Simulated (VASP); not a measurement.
Given:

```xyz
6
Lattice="4.7124 0.0000 0.0000 -2.3562 4.0811 0.0000 0.0000 0.0000 3.8025" Properties=species:S:1:pos:R:3 pbc="T T T"
Ni     2.3562     0.0000     0.0000
Ni     1.1781     2.0405     0.0000
Ni    -1.1781     2.0405     0.0000
Si     0.0000     0.0000     0.0000
Si     0.0000     2.7207     1.9013
Si     2.3562     1.3604     1.9013
```
Starting moments (μB, in the order of the record's atoms Ni Ni Ni Si Si Si): 2.0 2.0 2.0 0.0 0.0 0.0.

Method: PBE GGA, VASP's PBE PAW potentials (set 64) (plane waves; VASP 6.6.1). Settings: 300 eV cut-off, 5×5×5 Γ-centred mesh, Gaussian smearing of 0.10 eV, potentials Ni Si.

At this cut-off the stress carries a Pulay error, which pulls relaxed volumes low.

Problem. Give the stress tensor in GPa (positive for a compressed cell).

Solution. 
```
14.43   0.00   0.00
 0.00  14.43   0.00
 0.00   0.00   8.47
```
The pressure is its mean diagonal, 12.44 GPa.

The structure was generated: SiNi was put into an ordered model structure, which need not be its known phase. The cell was not relaxed at this level. The k-mesh is coarse (spacing up to 0.33 per Å, 2π included), so the numbers may not be converged in it.
